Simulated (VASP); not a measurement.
These are LDA (Ceperley-Alder, Perdew-Zunger), VASP's LDA PAW potentials (set 64) (plane waves; VASP) values and carry that method's errors.

A VASP calculation is set up with these files.

KPOINTS:
```
Automatic mesh
0
Gamma
10 10 5
0 0 0
```

### POSCAR
```
BN
1.0
  1.2369150519  -2.1423999241   0.0000000000
  1.2369150519   2.1423999241   0.0000000000
  0.0000000000   0.0000000000   4.0929483557
B N
2 2
Cart
  1.2369150519  -0.7141347363   2.0477129361
  1.2369150519   0.7141347363   0.0012387582
  1.2369150519  -0.7141347363   3.5800910530
  1.2369150519   0.7141347363   1.5336168751
```

**INCAR**
```
ALGO  =  Normal
EDIFF  =  1E-7
EDIFFG  =  -0.01
ENCUT  =  520
IBRION  =  2
ISIF  =  4
ISMEAR  =  0
LASPH  =  T
LCHARG  =  F
LREAL  =  F
LWAVE  =  F
NELM  =  100
NSW  =  30
PREC  =  Accurate
SIGMA  =  0.05
SYSTEM  =  BN
```

POTCAR, in this order: B N (LDA.64 set). Program: vasp_std.

The run wrote:

File OSZICAR:
```
       N       E                     dE             d eps       ncg     rms          rms(c)
DAV:   1     0.426359193497E+02    0.42636E+02   -0.87805E+03  1008   0.130E+03
DAV:   2    -0.390468779084E+02   -0.81683E+02   -0.76563E+02  1400   0.258E+02
DAV:   3    -0.412472831824E+02   -0.22004E+01   -0.21891E+01  1340   0.416E+01
DAV:   4    -0.412575768622E+02   -0.10294E-01   -0.10288E-01  1244   0.310E+00
DAV:   5    -0.412576843971E+02   -0.10753E-03   -0.10752E-03  1308   0.275E-01    0.990E+00
DAV:   6    -0.389911390966E+02    0.22665E+01   -0.53180E+00  1176   0.193E+01    0.471E+00
DAV:   7    -0.387081644751E+02    0.28297E+00   -0.30452E-01  1236   0.502E+00    0.267E+00
DAV:   8    -0.386397160574E+02    0.68448E-01   -0.10143E-01  1140   0.283E+00    0.233E-01
DAV:   9    -0.386389240591E+02    0.79200E-03   -0.22711E-03  1284   0.472E-01    0.136E-01
DAV:  10    -0.386388835821E+02    0.40477E-04   -0.12050E-04  1232   0.119E-01    0.196E-02
DAV:  11    -0.386388814980E+02    0.20841E-05   -0.20088E-05  1288   0.374E-02    0.113E-02
DAV:  12    -0.386388813817E+02    0.11634E-06   -0.18402E-06  1248   0.129E-02    0.123E-03
DAV:  13    -0.386388813816E+02    0.57071E-10   -0.28492E-08   816   0.187E-03
   1 F= -.38638881E+02 E0= -.38638881E+02  d E =-.386389E+02
       N       E                     dE             d eps       ncg     rms          rms(c)
DAV:   1    -0.386387329496E+02    0.14843E-03   -0.55258E-02  1152   0.228E+00    0.482E-02
DAV:   2    -0.386387627115E+02   -0.29762E-04   -0.58525E-04  1256   0.234E-01    0.285E-02
DAV:   3    -0.386387466569E+02    0.16055E-04   -0.21593E-05  1268   0.504E-02    0.700E-03
DAV:   4    -0.386387465678E+02    0.89122E-07   -0.49973E-06  1268   0.198E-02    0.305E-03
DAV:   5    -0.386387464709E+02    0.96873E-07   -0.23119E-07   988   0.541E-03
   2 F= -.38638746E+02 E0= -.38638746E+02  d E =0.134911E-03
       N       E                     dE             d eps       ncg     rms          rms(c)
DAV:   1    -0.386389831715E+02   -0.23660E-03   -0.19910E-02  1148   0.137E+00    0.289E-02
DAV:   2    -0.386389937939E+02   -0.10622E-04   -0.21024E-04  1256   0.140E-01    0.171E-02
DAV:   3    -0.386389879685E+02    0.58254E-05   -0.78723E-06  1264   0.305E-02    0.416E-03
DAV:   4    -0.386389879387E+02    0.29838E-07   -0.18036E-06  1276   0.119E-02    0.183E-03
DAV:   5    -0.386389879029E+02    0.35836E-07   -0.75739E-08   724   0.317E-03
   3 F= -.38638988E+02 E0= -.38638988E+02  d E =-.106521E-03
```

### OUTCAR
```
------------------------ aborting loop because EDIFF is reached ----------------------------------------
  FORCE on cell =-STRESS in cart. coord.  units (eV):
  Direction    XX          YY          ZZ          XY          YZ          ZX
  --------------------------------------------------------------------------------------
  Total        3.7535879      3.7535886      3.8048125      0.0000000      0.0000000      0.0000000
  in kB      277.2365528    277.2366090    281.0199594      0.0000000      0.0000000      0.0000000
  external PRESSURE =     278.4977071 kB  Pullay stress =       0.0000000 kB
  volume of cell :       21.69
      direct lattice vectors                 reciprocal lattice vectors
     1.236762018 -2.142134870 -0.000000000     0.404281497 -0.233412007 -0.000000000
     1.236762018  2.142134870  0.000000000     0.404281497  0.233412007  0.000000000
     0.000000000 -0.000000000  4.093961303     0.000000000 -0.000000000  0.244262201
  FREE ENERGIE OF THE ION-ELECTRON SYSTEM (eV)
  ---------------------------------------------------
  free  energy   TOTEN  =       -38.6389879029 eV

  energy  without entropy=      -38.6389879029  energy(sigma->0) =      -38.63898790

 reached required accuracy - stopping structural energy minimisation
```
(Selected blocks of OUTCAR.)

### CONTCAR
```
BN
   1.00000000000000
     1.2367620184950558   -2.1421348700153575   -0.0000000000000000
     1.2367620184950558    2.1421348700153575    0.0000000000000000
     0.0000000000000000   -0.0000000000000000    4.0939613034047397
  B               N
     2     2
Direct
     0.6666669999999968    0.3333330000000032    0.5005390459916789
     0.3333330000000032    0.6666669999999968    0.0005390459916788
     0.6666669999999968    0.3333330000000032    0.8744609540083211
     0.3333330000000032    0.6666669999999968    0.3744609540083212
```

The compound is BN in the wurtzite structure, a metastable high-pressure form. This cell is one point of a volume scan, at 0.94 of the reference volume. Symmetry was kept, so distortions that lower it aren't found.
